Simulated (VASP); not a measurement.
Here is the system:

```
CELL_PARAMETERS angstrom
      2.08180    -3.65896     0.00000
      2.08180     3.65896     0.00000
      0.00000     0.00000     6.93112
ATOMIC_POSITIONS crystal
  Mg 0.00000 0.00000 0.00000
  I  0.33333 0.66667 0.24200
  I  0.67830 0.34497 0.75800
```

The numbers are results of PBE GGA, VASP's PBE PAW potentials (set 64) (plane waves; VASP), not measurements. Settings: 400 eV cut-off, 7×7×4 Monkhorst-Pack mesh, Gaussian smearing of 0.050 eV, potentials Mg I.

Problem. Estimate the energy per atom (σ→0), largest force.

Solution. 
```
Property                       Result
---------------------  --------------
energy per atom (σ→0)  -2.569 eV/atom
largest force              0.114 eV/Å
```

Only differences to runs with the same potentials and settings are physical.

The compound is MgI2 in the 1T layered structure. The cell was not relaxed at this level, atoms are displaced from their ideal sites. The run is one of a series of settings (KPOINTS 7×7×4 Monkhorst-Pack mesh against the base run), some of them coarse on purpose.
